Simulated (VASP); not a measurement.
Here is the system:

```yaml
crystal:
  lattice:
    - [3.76491, -1.91492, 0.00499]
    - [3.76491, 1.91492, 0.00499]
    - [2.78673, 0.00000, 3.17421]
  atoms:
    - { symbol: As, position: [0.22690, 0.22690, 0.22690] }
    - { symbol: As, position: [0.77310, 0.77310, 0.77310] }
```

The numbers are results of optB88-vdW, VASP's PBE PAW potentials (set 64) (plane waves; VASP), not measurements. Settings: 520 eV cut-off, Gaussian smearing of 0.050 eV, potentials As.

**Question.** Give the energies of bands 2 to 8 at the high-symmetry points, in eV from the Fermi level.

**Answer.** 
```csv
band,Γ,T,H2,L,S0,F
2,-6.26,-9.81,-10.46,-10.85,-10.67,-9.63
3,-2.39,-1.59,-5.43,-2.67,-5.68,-5.64
4,-1.87,-1.59,-4.99,-2.61,-3.33,-3.93
5,-1.87,-0.69,-1.36,-0.47,-3.32,-3.80
6,1.68,0.81,1.15,-0.28,2.95,1.77
7,2.77,0.81,5.03,0.41,3.08,5.00
8,2.77,1.60,5.21,1.36,5.60,6.52
```

It has no gap at this level: it comes out as a metal or semimetal.

The compound is As in the a7 structure. It was relaxed first, which changed the volume by +6 %.
